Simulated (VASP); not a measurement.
These are PBEsol GGA, VASP's PBE PAW potentials (set 64) (plane waves; VASP) values and carry that method's errors.

The input files of a VASP run:

KPOINTS:
```
Automatic mesh
0
Gamma
8 8 8
0 0 0
```

POSCAR:
```
MnSe
4.1153610
  0.0000000000   0.7071068613   0.7071068613
  0.7071068613   0.0000000000   0.7071068613
  0.7071068613   0.7071068613   0.0000000000
Mn Se
1 1
Cartesian
  0.0000000000   0.0000000000   0.0000000000
  0.3535534307   0.3535534307   0.3535534307
```

**KPOINTS_OPT**
```
k-points along high-symmetry lines
10
Line-mode
Reciprocal
  0.000000   0.000000   0.000000 ! GAMMA
 -0.500000  -0.500000   0.000000 ! X

 -0.500000  -0.500000   0.000000 ! X
 -0.375000  -0.375000   0.250000 ! U

 -0.375000   0.000000   0.375000 ! K
  0.000000   0.000000   0.000000 ! GAMMA

  0.000000   0.000000   0.000000 ! GAMMA
  0.000000   0.000000   0.500000 ! L

  0.000000   0.000000   0.500000 ! L
 -0.500000  -0.250000   0.250000 ! W

 -0.500000  -0.250000   0.250000 ! W
 -0.500000  -0.500000   0.000000 ! X
```

### INCAR
```
# general
SYSTEM =MnSe
PREC   =Accurate
ENCUT  =300   # plane-wave cut-off (eV)
LREAL  =.FALSE.
LASPH  =.TRUE.

# electronic loop
EDIFF  =1E-6   # SCF stop (eV)
NELM   =100
ALGO   =Normal   # blocked Davidson
LMAXMIX=4

# smearing
ISMEAR =-1
SIGMA  =0.05   # width (eV)

# functional
GGA    =PS

# spin
ISPIN  =2
MAGMOM =4.0 0.0

# ions
ISIF   =2

# output
LWAVE  =.FALSE.
LCHARG =.FALSE.
LORBIT =11   # lm-projected
```

POTCAR, in this order: Mn_pv Se (PBE.64 set). Program: vasp_std.

What will the output report for the number of irreducible k-points (NKPTS), largest plane-wave count, number of space-group operations, FFT grid (NGX, NGY, NGZ)?

The number of irreducible k-points (NKPTS) is 29 and the largest plane-wave count is 604. The number of space-group operations comes out as 24 and the FFT grid (NGX, NGY, NGZ) is 24 × 24 × 24.

The structure comes from a measured MnSe entry of the Crystallography Open Database, whose conditions weren't checked. The cell was not relaxed at this level.
